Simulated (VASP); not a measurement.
```yaml
crystal:
  lattice:
    - [3.81851, 0.00000, 0.00000]
    - [-1.90925, 3.30693, 0.00000]
    - [0.00000, 0.00000, 6.70422]
  atoms:
    - { symbol: Ti, position: [0.00000, 0.00000, 0.00000] }
    - { symbol: Te, position: [0.66667, 0.33333, 0.74898] }
    - { symbol: Te, position: [0.33333, 0.66667, 0.25102] }
```

Computed with r2SCAN meta-GGA, VASP's PBE PAW potentials (set 64) (plane waves; VASP). Numerical set-up: 400 eV cut-off, 10×10×5 Γ-centred mesh, tetrahedra with Blöchl corrections, potentials Ti_sv Te.

Task: Give the energies of bands 7 to 15 at the high-symmetry points, in eV from the Fermi level.

Result: 
```tsv
band	Γ	M	K	A	L	H
7	-5.23	-5.13	-4.38	-3.67	-5.21	-4.19
8	-2.08	-3.98	-3.87	-2.55	-4.61	-4.19
9	-2.08	-2.74	-3.87	-2.03	-2.63	-4.03
10	0.10	-2.58	-2.67	-2.03	-2.32	-3.26
11	0.29	-2.16	-2.50	0.29	-1.36	-2.03
12	0.29	-1.34	-2.50	0.29	-1.01	-2.03
13	0.45	0.02	0.95	0.58	-0.21	0.95
14	0.78	1.06	1.33	0.58	1.05	1.03
15	0.78	1.43	1.33	1.02	1.41	1.03
```

It has no gap at this level: it comes out as a metal or semimetal.

The structure comes from a computed database's TiTe2 entry (P-3m1); how it stands against other phases isn't given here. It was relaxed first.
